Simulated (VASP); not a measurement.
CsLiCr2Te2S3:

```xyz
9
Lattice="3.3193 1.9164 6.8798 -3.3193 1.9164 6.8798 0.0000 -3.8328 6.8798" Properties=species:S:1:pos:R:3 pbc="T T T"
Cs    0.0000    0.0000    0.0000
Li    0.0000    0.0000   10.3197
Cr    0.0000    0.0000   16.4802
Cr    0.0000    0.0000    4.1593
Te    0.0000    0.0000   14.0328
Te    0.0000    0.0000    6.6067
S    -2.4147    0.0000   10.3197
S     1.2074   -2.0912   10.3197
S     1.2074    2.0912   10.3197
```

The cell was built by a generator and needn't be a form met in nature.

Base run:

| Item | Value |
| --- | --- |
| Program | VASP 6.6.1 |
| Functional | HSE06 |
| Potentials or basis | VASP PAW PBE potentials, release 64 (Cs_sv, Li_sv, Cr_pv, Te, S) |
| Cutoff | 520 eV |
| k mesh | 3 × 3 × 3 |
| Occupations | tetrahedron |
| Spin | collinear spin, ferromagnetic start |
| Starting moments | [0.0, 0.0, 3.0, 3.0, 0.0, 0.0, 0.0, 0.0, 0.0] μB |

Its results: band gap on the k mesh 0.16 eV, indirect (least direct gap 0.50 eV); net moment 4.00 μB per cell; site moments Cs -0.02; Li +0.00; Cr +2.95; Te -0.51; S -0.18 μB; largest force 0.309 eV/Å.

Problem. The run is repeated on the same cell with these changes: functional from HSE06 to PBE0; further incar settings from ALGO = Normal; EDIFF = 1e-06; NBANDS = 47 to ALGO = Normal; EDIFF = 1e-07; NBANDS = 47. What comes out?

Solution. Band gap on the k mesh 0.67 eV, indirect (least direct gap 0.92 eV); net moment 4.00 μB per cell; site moments Cs -0.02; Li +0.00; Cr +2.94; Te -0.51; S -0.17 μB; largest force 0.308 eV/Å.

Caveats: the PAW data sets were made with another functional, which shifts forces and pressure a little; spin-orbit coupling is left out, which moves the levels of the heavy elements; an odd mesh through Γ misses points on the zone boundary, where band edges often lie; only a ferromagnetic start was run, and an antiferromagnetic order may lie lower in energy.

Not every run made on this cell is shown here.
